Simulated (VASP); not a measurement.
Output of a VASP run:

### OSZICAR
```
       N       E                     dE             d eps       ncg     rms          rms(c)
DAV:   1     0.949835264902E+02    0.94984E+02   -0.11378E+04  4898   0.136E+03
DAV:   2    -0.492477300728E+02   -0.14423E+03   -0.14236E+03  6087   0.340E+02
DAV:   3    -0.521574755040E+02   -0.29097E+01   -0.28888E+01  6430   0.444E+01
DAV:   4    -0.521712360265E+02   -0.13761E-01   -0.13758E-01  5667   0.356E+00
DAV:   5    -0.521713359012E+02   -0.99875E-04   -0.99873E-04  6556   0.293E-01    0.248E+01
DAV:   6    -0.451935979891E+02    0.69777E+01   -0.68435E+00  5576   0.259E+01    0.493E+00
DAV:   7    -0.447323319595E+02    0.46127E+00   -0.10687E+00  5429   0.899E+00    0.388E+00
DAV:   8    -0.449799563936E+02   -0.24762E+00   -0.41846E-01  5268   0.548E+00    0.153E+00
DAV:   9    -0.450130509796E+02   -0.33095E-01   -0.40961E-02  5856   0.180E+00    0.473E-01
DAV:  10    -0.450120563731E+02    0.99461E-03   -0.18930E-02  5366   0.140E+00    0.111E-01
DAV:  11    -0.450154272149E+02   -0.33708E-02   -0.38653E-03  5205   0.596E-01    0.715E-02
DAV:  12    -0.450153908693E+02    0.36346E-04   -0.24766E-04  6374   0.188E-01    0.210E-02
DAV:  13    -0.450155325823E+02   -0.14171E-03   -0.23981E-04  5023   0.174E-01    0.187E-02
DAV:  14    -0.450154982386E+02    0.34344E-04   -0.23520E-05  5632   0.580E-02    0.948E-03
DAV:  15    -0.450155072208E+02   -0.89822E-05   -0.67083E-06  5345   0.301E-02    0.217E-03
DAV:  16    -0.450155045443E+02    0.26765E-05   -0.18158E-06  5520   0.149E-02    0.200E-03
DAV:  17    -0.450155064446E+02   -0.19003E-05   -0.69610E-07  5464   0.899E-03    0.592E-04
DAV:  18    -0.450155062506E+02    0.19393E-06   -0.67926E-08  2718   0.280E-03    0.482E-04
DAV:  19    -0.450155065945E+02   -0.34386E-06   -0.12326E-08  2606   0.134E-03    0.164E-04
DAV:  20    -0.450155064887E+02    0.10585E-06   -0.26005E-09  2508   0.642E-04    0.490E-05
DAV:  21    -0.450155065202E+02   -0.31507E-07   -0.51234E-10  2557   0.237E-04
   1 F= -.45015507E+02 E0= -.45015305E+02  d E =-.603732E-03
```

### OUTCAR
```
------------------------ aborting loop because EDIFF is reached ----------------------------------------
  FORCE on cell =-STRESS in cart. coord.  units (eV):
  Direction    XX          YY          ZZ          XY          YZ          ZX
  --------------------------------------------------------------------------------------
  Total        0.0699305      0.0699305      0.1166472      0.0000000      0.0000000      0.0000000
  in kB        2.7950160      2.7950160      4.6622101      0.0000000      0.0000000      0.0000000
  external PRESSURE =       3.4174141 kB  Pullay stress =       0.0000000 kB
  volume of cell :       40.09
      direct lattice vectors                 reciprocal lattice vectors
    -1.601377160  1.601377160  3.907922325     0.000000000  0.312231255  0.127945225
     1.601377160 -1.601377160  3.907922325     0.312231255  0.000000000  0.127945225
     1.601377160  1.601377160 -3.907922325     0.312231255  0.312231255  0.000000000
 POSITION                                       TOTAL-FORCE (eV/Angst)
 -----------------------------------------------------------------------------------
      0.00000      0.00000      5.19528         0.000000      0.000000     -0.003509
      0.00000      0.00000      2.62057        -0.000000     -0.000000      0.003509
      0.00000      0.00000      0.00000        -0.000000     -0.000000     -0.000000
 -----------------------------------------------------------------------------------
    total drift:                                0.000000     -0.000000     -0.000000
  FREE ENERGIE OF THE ION-ELECTRON SYSTEM (eV)
  ---------------------------------------------------
  free  energy   TOTEN  =       -45.0155065202 eV

  energy  without entropy=      -45.0149027883  energy(sigma->0) =      -45.01530528
```
(Selected blocks of OUTCAR.)

POSCAR:
```
MoSi2
1
   -1.6013771596     1.6013771596     3.9079223249
    1.6013771596    -1.6013771596     3.9079223249
    1.6013771596     1.6013771596    -3.9079223249
Si Mo
2 1
Direct
  0.6647109855   0.6647109855   1.0000000000
  0.3352890145   0.3352890145   0.0000000000
  0.0000000000   0.0000000000   0.0000000000
```

Reconstruct the remaining input files.

This is not unique; one that fits is the input of the run itself, r2SCAN meta-GGA, plane waves, VASP's PBE PAW potentials (set 64).

INCAR:
```
ENCUT = 480   ! plane-wave cut-off (eV)
ISIF = 2
LMIXTAU = T
EDIFF = 1E-7   ! SCF stop (eV)
LREAL = F
NELM = 100
LCHARG = F
METAGGA = R2SCAN
ALGO = Normal
LWAVE = F
LASPH = T   ! aspherical one-centre terms
SIGMA = 0.1   ! width (eV)
SYSTEM = MoSi2
PREC = Accurate
ISMEAR = 1
LMAXMIX = 4   ! l cut-off of mixed one-centre charges
```

**KPOINTS**
```
Automatic
0
G
 12 12 12
0 0 0
```

POTCAR, in this order: Si Mo_sv (PBE.64 set). Program: vasp_std.

The compound is MoSi2 in the MoSi2 type structure. It was relaxed first.
